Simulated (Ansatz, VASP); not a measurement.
# CO2: VASP beside Ansatz, part 2 of 2

Wanted: the spread between two codes on one cell, functional and k mesh. The cell is taken from a series of runs on this material, whose earlier steps may have relaxed, scaled, displaced or heated it; both programs get it as it stands.

VASP 6.6.1 and Ansatz 0.2.0.

So far: Set-up; VASP: dielectric response, PBE.

## (3) Ansatz: dielectric response, PBE

Level of this step: Ansatz beside VASP: Kohn-Sham DFT, plane waves, PBE (Ansatz).

Ansatz runs on its PAW soft_1 files.

The same cell, functional and mesh now go to Ansatz, which takes its cutoff from its data sets.

File input.yaml:

```yaml
crystal:
  lattice:
    - [5.49707328, 0.0, 0.0]
    - [0.0, 5.49707328, 0.0]
    - [0.0, 0.0, 5.49707328]
  atoms:
    - { symbol: C, position: [0.0, 0.0, 0.0] }
    - { symbol: C, position: [0.5, 0.0, 0.5] }
    - { symbol: C, position: [0.5, 0.5, 0.0] }
    - { symbol: C, position: [0.0, 0.5, 0.5] }
    - { symbol: O, position: [0.12253698, 0.12253698, 0.12253698] }
    - { symbol: O, position: [0.37746302, 0.87746302, 0.62253698] }
    - { symbol: O, position: [0.62253698, 0.37746302, 0.87746302] }
    - { symbol: O, position: [0.87746302, 0.62253698, 0.37746302] }
    - { symbol: O, position: [0.87746302, 0.87746302, 0.87746302] }
    - { symbol: O, position: [0.62253698, 0.12253698, 0.37746302] }
    - { symbol: O, position: [0.37746302, 0.62253698, 0.12253698] }
    - { symbol: O, position: [0.12253698, 0.37746302, 0.62253698] }
kpoints:
  mp_grid: { grid: [4, 4, 4] }
hamiltonian:
  xc: pbe
  pseudopotentials: { kind: paw, azcp: { folder: soft_1 } }
scf:
  occupations: { method: fixed }
dielectric: {}
```

Started as:

```
ansatz run input.yaml --threads 4 --pin off --max-ram 138240MiB --backend cuda --events-out ev --progress --plain --runs-dir out --devices 1 --max-vram 26GiB
```

Numbers of over 12 decimals in the logs are rounded to 6 here.

The log of the run:

```text
GPUs: using 1 of 1 available (devices: 1).
Engine: ansatz 0.2.0, x86_64-unknown-linux-gnu
Pseudopotentials: kind: paw
Pseudopotential: C, paw, valence charge 4, recommended cutoff 420 eV (normal), soft_1/C.paw.azcp
Pseudopotential: O, paw, valence charge 6, recommended cutoff 420 eV (normal), soft_1/O.paw.azcp
Functional definition: PBE
  parameter kappa = 0.804
  parameter beta = 0.066725
  exchange = pbe_x(kappa = kappa, mu = beta*pi^2/3)
  correlation = pbe_c(beta = beta)
device memory: the entry about to start is reckoned to put 2.3 GiB on a device that reports 60.6 GiB free (of which the cap on the GPU budget leaves the run 26.0 GiB)
GPU FFT provider: cuFFT
GPU libraries: cuBLAS 13.8.2, cuFFT 12.4.0, cuSOLVER 12.3.4
Crystal: 12 atoms, lattice volume = 166.110 Å³
Basis set: ecut = 420 eV, 3239 PW (Γ), exchange–correlation on 80×80×80 points (8 copies of the dense FFT grid, shifted against one another)
Bands: 44, of which v1, the nominal top of the filled ones, is band 32 counted from 1 (31 counted from 0)
Symmetry: 24 space group operations
k-points: 27 of 64 (irreducible under 4 space group operations, time reversal used)
Non-local potential: C, projectors of the file, l = 0: 2, l = 1: 2, l = 2: 1
Non-local potential: O, projectors of the file, l = 0: 2, l = 1: 2, l = 2: 1
PAW form: soft (Blöchl's): semilocal exchange-correlation on the pseudo side does not see the compensation charge
PAW one-centre angular grid: C, 110 points (default); XC on 64 Gauss nodes
PAW one-centre angular grid: O, 110 points (default); XC on 64 Gauss nodes
Initial density: superposition of atomic densities (chi_scale 0.1, normalization cell, long waves kept (reshape's long-wave potential 0.02 eV rms))
Initial wavefunctions: pseudopotential atomic-orbital guess
GPU buffer pool allocated for 64000 grid points (all kernels)
GPU transforms: local potential and band sums: pruned to the plane-wave sphere, on 40×40×40
Functional: x = pbe(κ = 0.804, μ = 0.219515), c = pbe(β = 0.066725)
SCF iter   1: F=—  HF=-5543.044150 eV  |F-HF|=—  |Δ(HF+E_count)|=         —  Δρ=1.00e-1  dr2=1.20e1  ethr=3.10e-3  ⟨swp⟩=4.0  Hψ=4186  notcnv=0  defer=216
preconditioner: auto → Resta (q_TF=auto, 2.327 Å⁻¹)  ε∞=2.9  [insulator: Δε(μ)=7.892 eV  Ē_g=16.630 eV  n_scr=32 (ndim 8)  ℏωp=23.0 eV  f_vac=0.064  ε∞_Penn≈2.9]
SCF iter   2: F=—  HF=-5539.935909 eV  |F-HF|=—  |Δ(HF+E_count)|=    3.11e0  Δρ=4.22e-2  dr2=1.60e0  ethr=3.10e-3  ⟨swp⟩=3.0  Hψ=2563  notcnv=0  defer=215
SCF iter   3: F=—  HF=-5539.573884 eV  |F-HF|=—  |Δ(HF+E_count)|=   3.62e-1  Δρ=1.69e-2  dr2=3.43e-1  ethr=2.51e-3  ⟨swp⟩=2.6  Hψ=3346  notcnv=0  defer=143
SCF iter   4: F=—  HF=-5539.519461 eV  |F-HF|=—  |Δ(HF+E_count)|=   5.44e-2  Δρ=4.13e-3  dr2=1.37e-2  ethr=5.36e-4  ⟨swp⟩=2.0  Hψ=1881  notcnv=0  defer=251
SCF iter   5: F=—  HF=-5539.526092 eV  |F-HF|=—  |Δ(HF+E_count)|=   6.63e-3  Δρ=5.70e-4  dr2=5.53e-4  ethr=2.15e-5  ⟨swp⟩=3.0  Hψ=1858  notcnv=0  defer=256
SCF iter   6: F=—  HF=-5539.526146 eV  |F-HF|=—  |Δ(HF+E_count)|=   5.35e-5  Δρ=1.74e-4  dr2=3.58e-5  ethr=8.64e-7  ⟨swp⟩=2.6  Hψ=2187  notcnv=0  defer=254
SCF iter   7: F=—  HF=-5539.526150 eV  |F-HF|=—  |Δ(HF+E_count)|=   4.46e-6  Δρ=4.41e-5  dr2=2.91e-6  ethr=5.59e-8  ⟨swp⟩=2.0  Hψ=1714  notcnv=0  defer=112
SCF iter   8: F=—  HF=-5539.526153 eV  |F-HF|=—  |Δ(HF+E_count)|=   2.85e-6  Δρ=3.12e-6  dr2=1.01e-8  ethr=4.55e-9  ⟨swp⟩=2.0  Hψ=2024  notcnv=0  defer=114
SCF iter   9: F=—  HF=-5539.526153 eV  |F-HF|=—  |Δ(HF+E_count)|=   1.63e-8  Δρ=5.33e-7  dr2=4.48e-10  ethr=1.57e-11  ⟨swp⟩=2.7  Hψ=2188  notcnv=0  defer=113
SCF iter  10: F=-5539.526153 eV  HF=-5539.526153 eV  |F-HF|=1.09e-11  |Δ(HF+E_count)|=  9.93e-10  Δρ=9.72e-8  dr2=1.32e-11  ethr=1.00e-12  ⟨swp⟩=10.2  Hψ=4744  notcnv=0
SCF 1 converged in 10 iterations: F = -5539.526153 eV  dr2 = 1.32e-11
  greatest PAW one-centre occupation: 0.883 electrons in one spin orbital (limit 2), on the O atom at site 11 (counted from 0), in its partial waves of l = 0
the response reads at least the filled bands of the reference SCF and the lowest empty band at each k-point, and that SCF's band table does not vouch for those bands. The notice of the band table in this run's record says why
device memory: the entry about to start is reckoned to put 0.1 GiB (of the 0.2 GiB reckoned in all, the device holds 0.1 GiB already) on a device that reports 60.5 GiB free (of which the cap on the GPU budget leaves the run 25.9 GiB)
device memory: the entry about to start is reckoned to put 2.2 GiB (of the 2.4 GiB reckoned in all, the device holds 0.1 GiB already) on a device that reports 60.5 GiB free (of which the cap on the GPU budget leaves the run 25.9 GiB)
DFPT response loops at Γ: preconditioner auto → none (the input reference at scf.mixing.eps_inf says where Resta's filter doesn't serve); β = 0.50; Broyden in place of MSR1
SCF converged after 10 iterations
Free energy (F): -5539.526153 eV
Harris-Foulkes:  -5539.526153 eV  (|F-HF|=1.09e-11)
Internal energy: -5539.526153 eV  (E = F + TS)
E sigma→0 (E₀):  -5539.526153 eV
Fermi energy:    -1.652496 eV
--- Per-component energies (eV) ---
  E_band       = -568.672680
  E_kinetic    = 1680.976538
  E_local      = -4595.339990  (includes V_loc(G=0)·N_el)
  E_nonlocal   = 519.707589
  E_hartree    = 1573.016465
  E_xc         = -744.526637
  E_vxc        = -939.564801  (∫ρ·V_xc dr)
  E_paw        = -1703.690405  (= ΣΔE_a)
  E_vpaw       = -380.490915  (= ΣTr[D̂ρ^β])
  E_aug_tail   = 0.006180  (compensation charges beyond the density's cutoff)
  E_ewald      = -2269.675893
  E_smearing   = -0.000000  (= −TS)
  E_closure    = 0.000000  (closes the sum)
  Σ components = -5539.526153   (vs F -5539.526153, Δ=0.00e0)
--- Band table (eV; the first three rows and the last of 27) ---
  k-point 0: bands = [... 28 lower, -1.8780, -1.8780, -1.6525, -1.6525, 5.2190, 6.3073, 6.3073, 6.3073, ... 8 higher]
  k-point 1: bands = [... 28 lower, -1.9136, -1.8279, -1.7693, -1.6715, 5.6338, 6.2464, 6.4001, 6.4431, ... 8 higher]
  k-point 2: bands = [... 28 lower, -1.9945, -1.9945, -1.7346, -1.7346, 6.2460, 6.2460, 6.5003, 6.5003, ... 8 higher]
  k-point 26: bands = [... 28 lower, -2.0139, -2.0139, -2.0139, -2.0139, 6.2345, 6.2345, 6.2345, 6.2345, ... 8 higher]
--- Dielectric response (ions clamped): 1 representative field direction + reference, on 27 of 64 k-points (Σ response iterations 9) ---
  k mesh reduced under 4 symmetry operations, with k and −k counted as one. Each operation leaves every solved perturbation unchanged. A smaller set is not considered because the run solves the response to a homogeneous field
  ε∞ (high-frequency dielectric tensor):
        2.034805    -0.000000     0.000000
        0.000000     2.034805     0.000000
        0.000000     0.000000     2.034805
  Born effective charges Z* (e; rows j = field, columns β = displacement):
    site 0:
         1.44270    0.59291    0.69342
         0.69342    1.44270    0.59291
         0.59291    0.69342    1.44270
    site 1:
         1.44270    0.59291   -0.69342
         0.69342    1.44270   -0.59291
        -0.59291   -0.69342    1.44270
    site 2:
         1.44270   -0.59291   -0.69342
        -0.69342    1.44270    0.59291
        -0.59291    0.69342    1.44270
    site 3:
         1.44270   -0.59291    0.69342
        -0.69342    1.44270   -0.59291
         0.59291   -0.69342    1.44270
    site 4:
        -0.72135   -0.35670   -0.38507
        -0.38507   -0.72135   -0.35670
        -0.35670   -0.38507   -0.72135
    site 5:
        -0.72135   -0.35670    0.38507
        -0.38507   -0.72135    0.35670
         0.35670    0.38507   -0.72135
    site 6:
        -0.72135    0.35670    0.38507
         0.38507   -0.72135   -0.35670
         0.35670   -0.38507   -0.72135
    site 7:
[...]
site 8:
[...]
site 9:
[...]
-0.38507   -0.72135    0.35670
         0.35670    0.38507   -0.72135
    site 10:
        -0.72135    0.35670    0.38507
         0.38507   -0.72135   -0.35670
         0.35670   -0.38507   -0.72135
    site 11:
        -0.72135    0.35670   -0.38507
         0.38507   -0.72135    0.35670
        -0.35670    0.38507   -0.72135
  Z* charge neutrality: 1.005e-5 e pre-enforcement
  k-mesh period / interband length: 22.0 Å / 0.76 Å = 28.77 at k = (0.0000, 0.0000, 0.0000), direct gap 6.871 eV — 14 or more, which is no proof of convergence
```

## (4) Comparison

Known differences besides the potentials themselves: fixed occupations in Ansatz, narrow Gaussian smearing in VASP; the cutoff is 420 eV in Ansatz and 520 eV in VASP. Total energies have different zeros and are not compared.

Both answers:

```tsv
quantity	Ansatz	VASP	difference
ε∞ xx	2.03	2.03	+0.04 %
ε∞ yy	2.03	2.03	+0.04 %
ε∞ zz	2.03	2.03	+0.04 %
Born charge of C1 (mean of the diagonal) (e)	1.44	1.44	0.00
Born charge of O5 (mean of the diagonal) (e)	-0.72	-0.72	0.00
```

## (5) Outcome

- difference in ε∞ xx (dielectric response, PBE): 0.044 %

In words: The difference in ε∞ xx is 0.044 % (dielectric response, PBE), within the 5 % picked in this series as the mark of a large difference. How closely two codes agree says nothing of how well the functional describes the real material.

[Lines on the potential files, build, host, timing and source positions are cut from VASP's logs without a mark.]

[Logs are printed without paths, hosts, clocks, repeated set-up lines and the standing remarks that a program may print on its own settings, such as how far it seeks lower states.]

[Hosts, paths, dates, database ids (printed as entryN), source tags and the programs' standing remarks are cut or masked in the printed files.]
